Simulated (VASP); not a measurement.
Level of theory: PBEsol GGA, VASP's PBE PAW potentials (set 64) (plane waves; VASP 6.6.1).

VASP input:

**INCAR**
```
ALGO = Normal
EDIFF = 1E-7
ENCUT = 520
GGA = PS
ISIF = 2
ISMEAR = 0
LASPH = .True.
LCHARG = .False.
LMAXMIX = 4
LREAL = .False.
LWAVE = .False.
NELM = 100
PREC = Accurate
SIGMA = 0.05
SYSTEM = CdS
```

KPOINTS:
```
Automatic mesh
0
Gamma
8 8 8
0 0 0
```

### POSCAR
```
CdS
5.8945550
  0.0000000000   0.4999999838   0.4999999838
  0.4999999838   0.0000000000   0.4999999838
  0.4999999838   0.4999999838   0.0000000000
Cd S
1 1
Direct
  0.0000000000   0.0000000000   0.0000000000
  0.2500000000   0.2500000000   0.2500000000
```

POTCAR, in this order: Cd S (PBE.64 set). Program: vasp_std.

What VASP printed:

### OSZICAR
```
       N       E                     dE             d eps       ncg     rms          rms(c)
DAV:   1     0.110076796683E+03    0.11008E+03   -0.91214E+03   778   0.126E+03
DAV:   2    -0.242920604185E+01   -0.11251E+03   -0.10772E+03   829   0.291E+02
DAV:   3    -0.727093874664E+01   -0.48417E+01   -0.48253E+01   934   0.644E+01
DAV:   4    -0.730751107174E+01   -0.36572E-01   -0.36564E-01   824   0.543E+00
DAV:   5    -0.730804155332E+01   -0.53048E-03   -0.53048E-03   924   0.642E-01    0.753E+00
DAV:   6    -0.682732257776E+01    0.48072E+00   -0.10087E+00  1116   0.146E+01    0.601E+00
DAV:   7    -0.680843202709E+01    0.18891E-01   -0.16988E-01   774   0.343E+00    0.296E+00
DAV:   8    -0.680593121851E+01    0.25008E-02   -0.18161E-02   804   0.202E+00    0.237E-01
DAV:   9    -0.680562703157E+01    0.30419E-03   -0.26897E-03   869   0.861E-01    0.568E-02
DAV:  10    -0.680568419245E+01   -0.57161E-04   -0.24340E-04   779   0.194E-01    0.671E-02
DAV:  11    -0.680572043949E+01   -0.36247E-04   -0.54873E-05   817   0.856E-02    0.271E-02
DAV:  12    -0.680572290100E+01   -0.24615E-05   -0.29941E-05   784   0.664E-02    0.660E-03
DAV:  13    -0.680572316664E+01   -0.26564E-06   -0.20411E-06   834   0.145E-02    0.327E-03
DAV:  14    -0.680572326159E+01   -0.94943E-07   -0.15291E-07   771   0.327E-03
   1 F= -.68057233E+01 E0= -.68057233E+01  d E =-.151746E-12
```

**OUTCAR**
```
------------------------ aborting loop because EDIFF is reached ----------------------------------------
  FORCE on cell =-STRESS in cart. coord.  units (eV):
  Direction    XX          YY          ZZ          XY          YZ          ZX
  --------------------------------------------------------------------------------------
  Total       -0.5395171     -0.5395171     -0.5395171      0.0000000      0.0000000     -0.0000000
  in kB      -16.8819556    -16.8819556    -16.8819556      0.0000000      0.0000000     -0.0000000
  external PRESSURE =     -16.8819556 kB  Pullay stress =       0.0000000 kB
  volume of cell :       51.20
      direct lattice vectors                 reciprocal lattice vectors
     0.000000000  2.947277404  2.947277404    -0.169648096  0.169648096  0.169648096
     2.947277404  0.000000000  2.947277404     0.169648096 -0.169648096  0.169648096
     2.947277404  2.947277404  0.000000000     0.169648096  0.169648096 -0.169648096
  FREE ENERGIE OF THE ION-ELECTRON SYSTEM (eV)
  ---------------------------------------------------
  free  energy   TOTEN  =        -6.8057232616 eV

  energy  without entropy=       -6.8057232616  energy(sigma->0) =       -6.80572326
```
(Selected blocks of OUTCAR.)

The compound is CdS in the zinc blende structure, a metastable form; wurtzite is the usual one. This cell is one point of a volume scan, at 1.03 of the reference volume.
